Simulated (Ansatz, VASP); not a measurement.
**Zr5Ti2O14 in two plane-wave programs**

Aim: how closely do two programs agree when they are given the same cell, functional and k mesh? The structure shown is frame 41 of Ansatz's trajectory.

Main program and level: Ansatz 0.2.0; plane waves, with VASP 6.6.1 beside it; single point at PBE.

**1. Starting point**

The cell holds 105 atoms: 10 Ti, 25 Zr and 70 O. Its edges and angles: a = 11.106 Å, b = 11.106 Å, c = 11.106 Å, α = 90.0°, β = 90.0°, γ = 90.0°. As first built, before any earlier steps moved the atoms (in the runner's words): 105 atoms (10 Ti, 25 Zr, 70 O) placed at random at 4.7 g/cm^3, melted at 4000 K for 10 ps at fixed volume with the Morse and Coulomb pair potential with partial charges (Pedone, Malavasi, Menziani, Cormack and Segre, J. Phys. Chem. B 110, 11780 (2006)). Snapshot at the end of a hold of 10 ps at 2000 K and fixed volume.

**2. Ansatz: dynamics, PBE**

Ansatz runs on its default PAW (the set named soft_2) files.

One frame of this run of dynamics is then solved in both programs, so the motion causes no difference.

Input file input.yaml:

```yaml
crystal:
  lattice:
    - [11.1063, 0.0, 0.0]
    - [0.0, 11.1063, 0.0]
    - [0.0, 0.0, 11.1063]
  atoms:
    - { symbol: Ti, position: [0.18465, 0.85817, 0.76052] }
    - { symbol: Ti, position: [0.15793, 0.52128, 0.81505] }
    - { symbol: Ti, position: [0.49004, 0.80832, 0.8523] }
    - { symbol: Ti, position: [0.3204, 0.65661, 0.07305] }
    - { symbol: Ti, position: [0.48556, 0.82532, 0.32697] }
    - { symbol: Ti, position: [0.12593, 0.45207, 0.34592] }
    - { symbol: Ti, position: [0.02589, 0.94209, 0.00872] }
    - { symbol: Ti, position: [0.33117, 0.3478, 0.59434] }
    - { symbol: Ti, position: [0.65084, 0.65278, 0.10879] }
    - { symbol: Ti, position: [0.00245, 0.33121, 0.09455] }
    - { symbol: Zr, position: [0.47965, 0.1527, 0.29392] }
    - { symbol: Zr, position: [0.51143, 0.17195, 0.8398] }
    - { symbol: Zr, position: [0.0274, 0.6596, 0.07773] }
    - { symbol: Zr, position: [0.33136, 0.31751, 0.07857] }
    - { symbol: Zr, position: [0.82998, 0.51572, 0.86435] }
    - { symbol: Zr, position: [0.16291, 0.80456, 0.27009] }
    - { symbol: Zr, position: [0.66011, 0.35528, 0.59375] }
    - { symbol: Zr, position: [0.32747, 0.02758, 0.60683] }
    - { symbol: Zr, position: [0.3193, 0.6671, 0.52805] }
    - { symbol: Zr, position: [0.82986, 0.19122, 0.81034] }
    - { symbol: Zr, position: [0.49137, 0.49768, 0.84522] }
    - { symbol: Zr, position: [0.18414, 0.18512, 0.82727] }
    - { symbol: Zr, position: [0.69351, 0.35187, 0.08265] }
    - { symbol: Zr, position: [0.68941, 0.98037, 0.0395] }
    - { symbol: Zr, position: [0.8128, 0.82881, 0.79029] }
    - { symbol: Zr, position: [0.80967, 0.15251, 0.33232] }
    - { symbol: Zr, position: [0.18317, 0.15473, 0.34419] }
    - { symbol: Zr, position: [0.66017, 0.68108, 0.56964] }
    - { symbol: Zr, position: [0.83829, 0.48702, 0.32638] }
    - { symbol: Zr, position: [0.97425, 0.35596, 0.60319] }
[... 69 atom lines left out ...]
    - { symbol: O, position: [0.63044, 0.16561, 0.41262] }
    - { symbol: O, position: [0.258, 0.41439, 0.2319] }
    - { symbol: O, position: [0.99621, 0.15282, 0.3798] }
    - { symbol: O, position: [0.69774, 0.5198, 0.19112] }
    - { symbol: O, position: [0.35755, 0.1774, 0.95328] }
    - { symbol: O, position: [0.8163, 0.33124, 0.92866] }
kpoints:
  mp_grid: { grid: [1, 1, 1] }
hamiltonian:
  xc: pbe
scf:
  occupations: { method: fermi_dirac, width: 0.05 }
output:
  forces: true
md:
  timestep: 1.0
  n_steps: 123
  ensemble: nvt_nose_hoover
  temperature: 600
  initial_velocities: maxwell_boltzmann
  seed: 4805
```

Launch:

```
$ ansatz run input.yaml --threads 4 --pin off --max-ram 8192MiB --backend cpu --events-out ev --progress --plain --runs-dir out
```

Numbers of over 12 decimals in the logs are rounded to 6 here.

The log of the run:

```text
Warning: md: disabling space-group detection — thermal motion breaks the input geometry's symmetry, so no spatial operation reduces the k-mesh or symmetrises the density; time reversal is kept, so that k and −k are solved as one point where they differ and the mesh holds both, and exact exchange and, on two spinor components, a DFT+U term hold to it where the run has them: on two components no moment then forms, and  [...]
Engine: ansatz 0.2.0, x86_64-unknown-linux-gnu
Pseudopotentials: kind: paw
Pseudopotential: Ti, paw, valence charge 12, recommended cutoff 420 eV (normal), Ti.paw.azcp
Pseudopotential: Zr, paw, valence charge 12, recommended cutoff 420 eV (normal), Zr.paw.azcp
Pseudopotential: O, paw, valence charge 6, recommended cutoff 420 eV (normal), O.paw.azcp
Functional definition: PBE
  parameter kappa = 0.804
  parameter beta = 0.066725
  exchange = pbe_x(kappa = kappa, mu = beta*pi^2/3)
  correlation = pbe_c(beta = beta)
Crystal: 105 atoms, lattice volume = 1369.961 Å³
Basis set: ecut = 420 eV, 26865 PW (Γ), exchange–correlation on 150×150×150 points (8 copies of the dense FFT grid, shifted against one another)
Bands: 525, of which v1, the nominal top of the filled ones, is band 420 counted from 1 (419 counted from 0)
Symmetry: 1 space group operations
k-points: 1
Non-local potential: Ti, projectors of the file, l = 0: 3, l = 1: 2, l = 2: 3, l = 3: 1
Non-local potential: Zr, projectors of the file, l = 0: 3, l = 1: 2, l = 2: 2, l = 3: 2
Non-local potential: O, projectors of the file, l = 0: 2, l = 1: 2, l = 2: 1
PAW form: soft (Blöchl's): semilocal exchange-correlation on the pseudo side does not see the compensation charge
PAW one-centre angular grid: Ti, 590 points (default); XC on 64 Gauss nodes
PAW one-centre angular grid: Zr, 590 points (default); XC on 64 Gauss nodes
PAW one-centre angular grid: O, 110 points (default); XC on 64 Gauss nodes
Initial density: superposition of atomic densities (neutral atoms: chi_scale 0, normalization atom), corrected by the library's trained network
Initial wavefunctions: pseudopotential atomic-orbital guess
Functional: x = pbe(κ = 0.804, μ = 0.219515), c = pbe(β = 0.066725)
SCF iter   1: F=—  HF=-169447.525334 eV  |F-HF|=—  |Δ(HF+E_count)|=         —  Δρ=6.29e-3  dr2=6.75e-1  ethr=1.77e-3  ⟨swp⟩=4.0  Hψ=1910  notcnv=0  defer=63
preconditioner: auto → Resta (q_TF=auto, 2.515 Å⁻¹)  ε∞=6.8  [insulator: Δε(μ)=0.858 eV  Ē_g=9.868 eV  σ=0.050 eV  W_gap=1.00  n_scr=364 (ndim 8)  ℏωp=23.7 eV  f_vac=0.052  D(μ)=0.02/eV (n_scr^D=0)  ε∞_Penn≈6.8]
SCF iter   2: F=—  HF=-169447.446267 eV  |F-HF|=—  |Δ(HF+E_count)|=   7.91e-2  Δρ=4.05e-3  dr2=2.00e-1  ethr=8.03e-5  ⟨swp⟩=2.0  Hψ=1047  notcnv=0  defer=82
SCF iter   3: F=—  HF=-169447.432938 eV  |F-HF|=—  |Δ(HF+E_count)|=   1.33e-2  Δρ=2.29e-3  dr2=8.65e-2  ethr=2.38e-5  ⟨swp⟩=2.0  Hψ=885  notcnv=0  defer=82
SCF iter   4: F=—  HF=-169447.430526 eV  |F-HF|=—  |Δ(HF+E_count)|=   2.41e-3  Δρ=1.37e-3  dr2=3.33e-2  ethr=1.03e-5  ⟨swp⟩=2.0  Hψ=884  notcnv=0  defer=82
SCF iter   5: F=—  HF=-169447.427781 eV  |F-HF|=—  |Δ(HF+E_count)|=   2.74e-3  Δρ=3.80e-4  dr2=3.20e-3  ethr=3.96e-6  ⟨swp⟩=2.0  Hψ=836  notcnv=0  defer=82
SCF iter   6: F=—  HF=-169447.427949 eV  |F-HF|=—  |Δ(HF+E_count)|=   1.68e-4  Δρ=2.26e-4  dr2=9.08e-4  ethr=3.81e-7  ⟨swp⟩=2.0  Hψ=692  notcnv=0  defer=82
SCF iter   7: F=—  HF=-169447.428048 eV  |F-HF|=—  |Δ(HF+E_count)|=   9.96e-5  Δρ=1.04e-4  dr2=2.05e-4  ethr=1.08e-7  ⟨swp⟩=2.0  Hψ=863  notcnv=0  defer=82
SCF iter   8: F=—  HF=-169447.428101 eV  |F-HF|=—  |Δ(HF+E_count)|=   5.25e-5  Δρ=5.64e-5  dr2=4.86e-5  ethr=2.45e-8  ⟨swp⟩=2.0  Hψ=826  notcnv=0  defer=82
SCF iter   9: F=—  HF=-169447.424975 eV  |F-HF|=—  |Δ(HF+E_count)|=   3.13e-3  Δρ=2.67e-5  dr2=1.12e-5  ethr=5.79e-9  ⟨swp⟩=2.0  Hψ=911  notcnv=0  defer=82
SCF iter  10: F=—  HF=-169447.424983 eV  |F-HF|=—  |Δ(HF+E_count)|=   7.15e-6  Δρ=1.48e-5  dr2=4.01e-6  ethr=1.33e-9  ⟨swp⟩=2.0  Hψ=827  notcnv=0  defer=82
[...]
SCF 1 converged in 13 iterations: F = -169447.424985 eV  dr2 = 9.30e-8
[...]
automatic band count: iteration 1 solves 486 bands in place of 525: the levels show a gap, and the empty bands left out lie too high to hold charge; the band table lists the bands solved (type scf.n_extra_bands for more)
md step   122: t =   122.00 fs  T =   966.2 K  F+E_penalty+E_count = -169459.59966852 eV  E_kin = 12.989300 eV  conserved = -169439.37592965 eV  (5 SCF iters)
[...]
SCF iter   1: F=—  HF=-169459.571204 eV  |F-HF|=—  |Δ(HF+E_count)|=         —  Δρ=1.64e-3  dr2=4.06e-2  ethr=5.73e-6  ⟨swp⟩=4.0  Hψ=2818  notcnv=0
preconditioner: auto → Resta (q_TF=auto, 2.515 Å⁻¹)  ε∞=4.4  [insulator: Δε(μ)=2.555 eV  Ē_g=14.412 eV  σ=0.050 eV  W_gap=1.00  n_scr=364 (ndim 8)  ℏωp=26.7 eV  f_vac=0.054  D(μ)=0.00/eV (n_scr^D=0)  ε∞_Penn≈4.4]
SCF iter   2: F=—  HF=-169459.565228 eV  |F-HF|=—  |Δ(HF+E_count)|=   5.98e-3  Δρ=9.09e-4  dr2=9.14e-3  ethr=4.83e-6  ⟨swp⟩=2.0  Hψ=991  notcnv=0
SCF iter   3: F=—  HF=-169459.564318 eV  |F-HF|=—  |Δ(HF+E_count)|=   9.10e-4  Δρ=5.62e-4  dr2=4.42e-3  ethr=1.09e-6  ⟨swp⟩=2.0  Hψ=940  notcnv=0
SCF iter   4: F=—  HF=-169459.563788 eV  |F-HF|=—  |Δ(HF+E_count)|=   5.30e-4  Δρ=1.88e-4  dr2=4.90e-4  ethr=5.26e-7  ⟨swp⟩=2.0  Hψ=785  notcnv=0
SCF iter   5: F=—  HF=-169459.563740 eV  |F-HF|=—  |Δ(HF+E_count)|=   4.86e-5  Δρ=7.77e-5  dr2=9.35e-5  ethr=5.83e-8  ⟨swp⟩=2.0  Hψ=785  notcnv=0
SCF iter   6: F=—  HF=-169459.560250 eV  |F-HF|=—  |Δ(HF+E_count)|=   3.49e-3  Δρ=3.77e-5  dr2=1.91e-5  ethr=1.11e-8  ⟨swp⟩=2.0  Hψ=905  notcnv=0
SCF iter   7: F=—  HF=-169459.560253 eV  |F-HF|=—  |Δ(HF+E_count)|=   3.51e-6  Δρ=1.95e-5  dr2=5.61e-6  ethr=2.27e-9  ⟨swp⟩=2.0  Hψ=785  notcnv=0
SCF iter   8: F=—  HF=-169459.560254 eV  |F-HF|=—  |Δ(HF+E_count)|=   9.55e-7  Δρ=7.75e-6  dr2=9.30e-7  ethr=6.68e-10  ⟨swp⟩=2.0  Hψ=735  notcnv=0
SCF iter   9: F=—  HF=-169459.560255 eV  |F-HF|=—  |Δ(HF+E_count)|=   5.69e-7  Δρ=4.39e-6  dr2=3.19e-7  ethr=1.11e-10  ⟨swp⟩=2.0  Hψ=906  notcnv=0
SCF iter  10: F=-169459.560255 eV  HF=-169459.560255 eV  |F-HF|=1.37e-8  |Δ(HF+E_count)|=   5.84e-8  Δρ=2.38e-6  dr2=9.25e-8  ethr=1.19e-11  ⟨swp⟩=2.0  Hψ=1682  notcnv=0
SCF 124 converged in 10 iterations: F = -169459.560255 eV  dr2 = 9.25e-8
md step   123: t =   123.00 fs  T =   958.1 K  F+E_penalty+E_count = -169459.56025479 eV  E_kin = 12.879697 eV  conserved = -169439.37609429 eV  (10 SCF iters)
SCF converged after 10 iterations
Free energy (F): -169459.560255 eV
Harris-Foulkes:  -169459.560255 eV  (|F-HF|=1.37e-8)
Internal energy: -169459.560255 eV  (E = F + TS)
E sigma→0 (E₀):  -169459.560255 eV
Fermi energy:    9.642212 eV
--- Per-component energies (eV) ---
  E_band       = -5766.118954
  E_kinetic    = 23255.814415
  E_local      = -54972.236340  (includes V_loc(G=0)·N_el)
  E_nonlocal   = 5290.766681
  E_hartree    = 19695.715735
  E_xc         = -10201.317188
  E_vxc        = -12605.343825  (∫ρ·V_xc dr)
  E_paw        = -95326.295923  (= ΣΔE_a)
  E_vpaw       = -6126.724994  (= ΣTr[D̂ρ^β])
  E_aug_tail   = 0.172810  (compensation charges beyond the density's cutoff)
  E_ewald      = -57202.180445
  E_smearing   = -0.000000  (= −TS)
  E_closure    = 0.000000  (closes the sum)
  Σ components = -169459.560255   (vs F -169459.560255, Δ=0.00e0)
--- Forces (eV/Å), atoms counted from 1 ---
  atom   1  Ti    -2.26156917     1.38713696    -2.72974918
  atom   2  Ti    -0.12667714    -1.61524225    -0.35600305
  atom   3  Ti     1.85073306    -0.22751663     0.26153393
  atom   4  Ti     1.83035001    -0.00032277     2.08506008
  atom   5  Ti    -1.50654499     0.70142690    -0.13352889
  atom   6  Ti     0.71059194    -1.47334791    -1.46345190
  atom   7  Ti    -2.09956800    -1.88679125     0.25258058
  atom   8  Ti     0.39272516     1.83886674    -1.31559543
  atom   9  Ti     0.22031289     1.60209544    -0.38503166
  atom  10  Ti     2.01430226     0.81223615    -0.98555269
  atom  11  Zr    -0.03331750    -0.91928189     0.22776277
  atom  12  Zr     0.82561003    -0.59062496    -0.37255172
  atom  13  Zr     0.87325245    -0.55518041    -1.23880929
  atom  14  Zr    -1.56522782     1.42734760     0.42149393
  atom  15  Zr     0.24434185     0.28746095     0.28760548
  atom  16  Zr     0.53893553     0.05155902    -1.42967418
  atom  17  Zr    -0.49762576     2.84604202    -0.47378578
  atom  18  Zr     1.09785692    -1.09620605     0.24603125
  atom  19  Zr     1.46168418     0.72519470     0.02108419
  atom  20  Zr     0.14835851     1.88947551     0.58100337
  atom  21  Zr    -0.39618362    -1.00682937    -1.20223953
  atom  22  Zr     0.23928023    -0.24777172    -0.89352062
  atom  23  Zr     1.18589997    -0.15151336    -0.16473706
  atom  24  Zr     0.07743313    -1.96028876     0.52133552
[...]
atom  98  O     -0.41993456     0.41927000    -2.48827589
  atom  99  O      3.56462653     0.33126830    -0.69147626
  atom 100  O      0.11505381     0.16451448     0.66566275
  atom 101  O      0.53053123     1.25850411     1.17409387
  atom 102  O     -2.25627643     1.23838864     0.16208935
  atom 103  O      0.65244291    -2.05781701     1.28002115
  atom 104  O     -0.45058168     1.11349009    -2.83726838
  atom 105  O     -0.25597885    -0.80516655     0.47904182
  max |Σ_I F_I| component: 1.55e-4 eV/Å
--- MD trajectory: 123 steps, t = 0.0 → 123.0 fs ---
  final state: T = 958.1 K   F+E_penalty+E_count = -169459.56025479 eV   E_kin = 12.879697 eV
  conserved energy: peak-to-peak 2.121e-2 eV (2.020e-4 eV/atom) over 123.0 fs
```

The column dr2 measures how far the density is from self-consistency, as an energy; F and HF (Harris–Foulkes) agree once it is small.

**3. VASP: single point, PBE**

The same cell, functional, mesh and smearing now go to VASP, with its own data sets.

Lines of VASP's logs that name or quote its potential files are left out, and so is its time.

Input file INCAR:

```
SYSTEM = Zr5Ti2O14
PREC = Accurate
ENCUT = 520
EDIFF = 1E-06
NELM = 120
ISMEAR = -1
SIGMA = 0.05
LREAL = Auto
ALGO = Normal
GGA = PE
NBANDS = 496
LASPH = .TRUE.
LORBIT = 11
LWAVE = .FALSE.
LCHARG = .FALSE.
ISIF = 2
GGA_COMPAT = .FALSE.
EFERMI = MIDGAP
NCORE = 2
```

Input file POSCAR:

```
Zr5Ti2O14
1.0
   11.1063000000      0.0000000000      0.0000000000
    0.0000000000     11.1063000000      0.0000000000
    0.0000000000      0.0000000000     11.1063000000
Ti Zr O
10 25 70
Direct
    0.1767735429      0.8376507028      0.7538424138
    0.1694263616      0.5202182545      0.8200931003
    0.5126549796      0.8115574044      0.8506703403
    0.3085185885      0.6628940331      0.0774245248
    0.4951423967      0.8129350009      0.3211150428
    0.1589908430      0.4725696226      0.3557080216
    0.0178187155      0.9495871712      0.9859719258
    0.3024589647      0.3408695965      0.5832635531
    0.6344147016      0.6527196276      0.1057057706
    0.9776523235      0.3328831384      0.0865544781
    0.5078559016      0.1583245545      0.2964983838
    0.5047045371      0.1568118996      0.8303395370
    0.0030253100      0.6514860935      0.0872117627
    0.3434537155      0.3307131988      0.0805488777
    0.8282866481      0.5143837282      0.8637349973
    0.1595310770      0.8188145467      0.2810296859
    0.6623177836      0.3629741678      0.5883777676
    0.3374571189      0.0139020196      0.5955088553
    0.3061595671      0.6702592222      0.5249272935
    0.8467446404      0.1870740030      0.8068933848
    0.4961328255      0.5156532779      0.8365072076
    0.1793576619      0.1995263949      0.8340041238
    0.6834679416      0.3448943392      0.0876259420
    0.6824775128      0.0042768519      0.0436328930
    0.8297002602      0.8408560907      0.8032918254
    0.7992400710      0.1446476324      0.3265263859
    0.1702547203      0.1681838236      0.3196474073
    0.6678731891      0.6737887505      0.5559277167
    0.8432061082      0.4919009931      0.3448133042
    0.9913742651      0.3489641015      0.5982100249
[... 69 atom lines left out ...]
    0.6337394092      0.1792856307      0.4166824235
    0.2537118572      0.3941186534      0.2488857675
    0.9792550174      0.1168075777      0.3661075246
    0.6959743569      0.4973393479      0.2160215373
    0.3372230176      0.1599452563      0.9458505533
    0.8033098332      0.3302359922      0.9598876313
```

Input file KPOINTS:

```
Automatic mesh
0
Gamma
1 1 1
0 0 0
```

PAW data sets: Ti_sv, Zr_sv and O (PBE family, release 64).

Launch:

```
$ mpirun -np 8 vasp_gam
```

The log of the run:

```text
[banner, memory and clock lines left out]
running    8 mpi-ranks, on    1 nodes
[...]
LDA part: xc-table for (Slater+PW92), standard interpolation
 POSCAR, INCAR and KPOINTS ok, starting setup
[...]
entering main loop
       N       E                     dE             d eps       ncg     rms          rms(c)
DAV:   1     0.136814786475E+05    0.13681E+05   -0.49885E+05   992   0.191E+03
DAV:   2     0.132073879240E+04   -0.12361E+05   -0.11693E+05  1048   0.580E+02
DAV:   3    -0.991238143393E+03   -0.23120E+04   -0.22362E+04  1152   0.232E+02
DAV:   4    -0.119077851469E+04   -0.19954E+03   -0.19886E+03  1432   0.719E+01
[...]
DAV:  19    -0.958240270928E+03   -0.83344E-05   -0.47963E-05  1280   0.128E-02    0.997E-03
DAV:  20    -0.958240275880E+03   -0.49518E-05   -0.12748E-05  1200   0.725E-03    0.874E-03
DAV:  21    -0.958240276416E+03   -0.53657E-06   -0.40855E-06   984   0.415E-03
   1 F= -.95824028E+03 E0= -.95824028E+03  d E =-.282059E-07
```

Parts of OUTCAR (step 3):

```text
  Total      -81.6768392    -67.2786449    -84.8198485      9.1407639     -9.7512563     -5.2712717
  in kB      -95.5215375    -78.6827657    -99.1973051     10.6901765    -11.4041508     -6.1647828
  external PRESSURE =     -91.1338694 kB  Pullay stress =       0.0000000 kB

 POSITION                                       TOTAL-FORCE (eV/Angst)
 -----------------------------------------------------------------------------------
      1.96330      9.30320      8.37240         2.239677      1.757897      1.862731
      1.88170      5.77770      9.10820        -1.073828     -0.904393      0.269989
      5.69370      9.01340      9.44780        -0.752299      0.817937     -1.879891
      3.42650      7.36230      0.85990         0.202967     -1.364473     -1.071073
      5.49920      9.02870      3.56640        -3.074484      0.073298     -1.729182
      1.76580      5.24850      3.95060        -0.390167     -2.652627     -1.149916
      0.19790     10.54640     10.95050         0.100536      0.890583      0.995798
      3.35920      3.78580      6.47790         3.088575     -2.163339     -1.094512
      7.04600      7.24930      1.17400        -1.216301     -0.221223      0.741215
     10.85810      3.69710      0.96130         1.887424     -0.074173      0.857738
      5.64040      1.75840      3.29300        -2.653585     -0.427885     -0.719635
[...]
1.68900      0.38760     10.73260         2.387238      0.892954      1.295024
      3.53490      5.48400      8.65230         1.462842      1.178857      0.235860
[...]
-----------------------------------------------------------------------------------
    total drift:                                0.005303      0.007997     -0.000784

  FREE ENERGIE OF THE ION-ELECTRON SYSTEM (eV)
  ---------------------------------------------------
  free  energy   TOTEN  =      -958.2402764163 eV

  energy  without entropy=     -958.2402763881  energy(sigma->0) =     -958.24027640

[... 3 further parts left out ...]
[key lines of the parts left out:]
E-fermi :   5.6858
```

The run ends at a pressure of -9.11 GPa, with forces up to 4.8 eV/Å.

**4. Side by side**

Known differences besides the potentials themselves: the cutoff is 420 eV in Ansatz and 520 eV in VASP (PREC = Accurate, projectors in real space). Total energies have different zeros and are not compared.

Forces on 9 of the 105 atoms, those with the largest forces and the largest differences (eV/Å; atoms numbered as in POSCAR):

```tsv
atom	Ansatz x, y, z	VASP x, y, z
Ti1	2.312, 1.827, 1.851	2.240, 1.758, 1.863
Ti2	-0.923, -0.906, 0.265	-1.074, -0.904, 0.270
Ti3	-0.740, 0.677, -1.819	-0.752, 0.818, -1.880
Ti5	-2.991, 0.065, -1.673	-3.074, 0.073, -1.729
Ti8	3.069, -2.075, -1.120	3.089, -2.163, -1.095
Zr28	-1.939, 3.700, 2.181	-1.977, 3.790, 2.216
O37	4.171, 0.064, 1.105	4.319, 0.059, 1.176
O54	0.180, -1.257, -3.785	0.189, -1.347, -3.854
O98	0.814, -1.448, 3.542	0.818, -1.460, 3.589
```

The forces differ by 37 meV/Å r.m.s., which is 3.2 % of the r.m.s. force of 1.154 eV/Å (both taken over all components).

**5. Summary of results**

```
r.m.s. force difference (single point, PBE) : 3.2 % of the r.m.s. force
```

In words: The r.m.s. force difference is 3.2 % of the r.m.s. force (single point, PBE), beyond the 3 % picked in this series as the mark of a large difference. What causes the difference of the single point, PBE pair stays open here. 2 further runs of this series are not shown here. How closely two codes agree says nothing of how well the functional describes the real material.

[Lines on the potential files, build, host, timing and source positions are cut from VASP's logs without a mark.]

[Logs are printed without paths, hosts, clocks, repeated set-up lines and the standing remarks that a program may print on its own settings, such as how far it seeks lower states.]

[Hosts, paths, dates, database ids (printed as entryN), source tags and the programs' standing remarks are cut or masked in the printed files.]
